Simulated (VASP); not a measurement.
A convergence study with VASP on EuO (rock salt): one setting is varied, all else stays as given below, so the limit is that of these other settings.

```
CELL_PARAMETERS angstrom
      0.00000     2.57000     2.57000
      2.57000     0.00000     2.57000
      2.57000     2.57000     0.00000
ATOMIC_POSITIONS crystal
  Eu 0.00000 0.00000 0.00000
  O  0.50000 0.50000 0.50000
```

The numbers are results of PBE GGA, VASP's PBE PAW potentials (set 64) (plane waves; VASP), not measurements. The tightest run used: 700 eV cut-off, 18×18×18 Γ-centred mesh, tetrahedra with Blöchl corrections, potentials Eu_2 O.

The 4f electrons are frozen in the core of the lanthanide potential, so 4f levels, which can set the real gap, and their magnetism are missing. Gaps are read on the run's mesh, which can miss a band edge.

Question: The settings run are 3×3×3 mesh; 4×4×4 mesh; 5×5×5 mesh; 6×6×6 mesh; 7×7×7 mesh; 8×8×8 mesh; 9×9×9 mesh; 10×10×10 mesh; 11×11×11 mesh; 12×12×12 mesh; 13×13×13 mesh; 14×14×14 mesh; 15×15×15 mesh; 16×16×16 mesh; 17×17×17 mesh; 18×18×18 mesh. From which on does the energy per atom stay within 0.002 eV/atom of the tightest run?

Answer: From 5×5×5 mesh on: it is off by 0.0005 there and by no more than 0.002 in any finer run, while 4×4×4 mesh is off by 0.0025.
| setting | E (eV/atom) | pressure (GPa) | gap on the mesh (eV) | irreducible k-points | difference judged (eV/atom) |
|---|---|---|---|---|---|
| 3×3×3 mesh | -6.5523 | -8.46 | 3.366 | 4 | 0.0162 |
| 4×4×4 mesh | -6.5661 | -8.65 | 2.881 | 8 | 0.0025 |
| 5×5×5 mesh | -6.5681 | -8.68 | 3.077 | 10 | 0.0005 |
| 6×6×6 mesh | -6.5684 | -8.69 | 2.889 | 16 | 0.0001 |
| 7×7×7 mesh | -6.5685 | -8.68 | 2.986 | 20 | 0.0000 |
| 8×8×8 mesh | -6.5685 | -8.69 | 2.889 | 29 | 0.0000 |
| 9×9×9 mesh | -6.5685 | -8.69 | 2.948 | 35 | 0.0000 |
| 10×10×10 mesh | -6.5685 | -8.70 | 2.889 | 47 | 0.0000 |
| 11×11×11 mesh | -6.5685 | -8.68 | 2.929 | 56 | 0.0000 |
| 12×12×12 mesh | -6.5685 | -8.68 | 2.889 | 72 | 0.0000 |
| 13×13×13 mesh | -6.5685 | -8.69 | 2.917 | 84 | 0.0000 |
| 14×14×14 mesh | -6.5685 | -8.69 | 2.889 | 104 | 0.0000 |
| 15×15×15 mesh | -6.5685 | -8.69 | 2.910 | 120 | 0.0000 |
| 16×16×16 mesh | -6.5685 | -8.54 | 2.889 | 145 | 0.0000 |
| 17×17×17 mesh | -6.5685 | -8.69 | 2.905 | 165 | 0.0000 |
| 18×18×18 mesh | -6.5685 | -8.65 | 2.889 | 195 | 0.0000 |

Left out are rungs that failed or repeat a setting and relaxations that didn't move; long series are thinned to 24 rows.

The compound is EuO in the rock salt structure. The cell was not relaxed at this level.
